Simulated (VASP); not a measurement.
An input for Quantum ESPRESSO's pw.x (written as the equivalent of a VASP run, and not itself run):

```
&CONTROL
  calculation = 'scf'
  pseudo_dir = './pseudo'
  outdir = './out'
  tprnfor = .true.
  tstress = .true.
/
&SYSTEM
  ibrav = 0
  nat = 2
  ntyp = 2
  ecutwfc = 80
  occupations = 'smearing'
  smearing = 'gaussian'
  degauss = 0.000735
  input_dft = 'pbe'
/
&ELECTRONS
  conv_thr = 7.3e-08
  electron_maxstep = 100
/
ATOMIC_SPECIES
  Ga 69.723 Ga.upf
  P 30.974 P.upf
CELL_PARAMETERS angstrom
     0.0000000    2.7797810    2.7797810
     2.7797810    0.0000000    2.7797810
     2.7797810    2.7797810    0.0000000
ATOMIC_POSITIONS crystal
  Ga   0.0000000  0.0000000  0.0000000
  P    0.2500000  0.2500000  0.2500000
K_POINTS automatic
  5 5 5 0 0 0
```

### Question
Translate this input to VASP (INCAR, KPOINTS, POSCAR, choice of POTCAR).

### Answer
Several could match; the one computed here: 
File KPOINTS:
```
Regular mesh
0
Gamma
  5 5 5
```

### POSCAR
```
GaP
1
    0.0000000000     2.7797810000     2.7797810000
    2.7797810000     0.0000000000     2.7797810000
    2.7797810000     2.7797810000     0.0000000000
Ga P
1 1
Direct
  0.0000000000   0.0000000000   0.0000000000
  0.2500000000   0.2500000000   0.2500000000
```

**INCAR**
```
SYSTEM  =  GaP
ISMEAR  =  0   ! Gaussian
LCHARG  =  .FALSE.
NELM  =  100   ! most electronic steps
LMAXMIX  =  4
LASPH  =  .TRUE.   ! aspherical one-centre terms
LREAL  =  .FALSE.   ! projection in real space or not
ISIF  =  2   ! forces and stress, cell fixed
ALGO  =  Normal   ! blocked Davidson
PREC  =  Accurate
GGA  =  PE
ENCUT  =  300   ! plane-wave cut-off (eV)
EDIFF  =  1E-6
LWAVE  =  .FALSE.
SIGMA  =  0.01
```

POTCAR, in this order: Ga_d P (PBE.64 set). Program: vasp_std.

Limits of the translation: the potentials are each code's own (VASP's PAW set, PseudoDojo norm-conserving files in pw.x), so ENCUT and ecutwfc are chosen apart and not converted; conv_thr bounds pw.x's estimated SCF error, while EDIFF bounds the energy change between steps.

The structure comes from a computed database's GaP entry; how it stands against other phases isn't given here. The cell was not relaxed at this level.
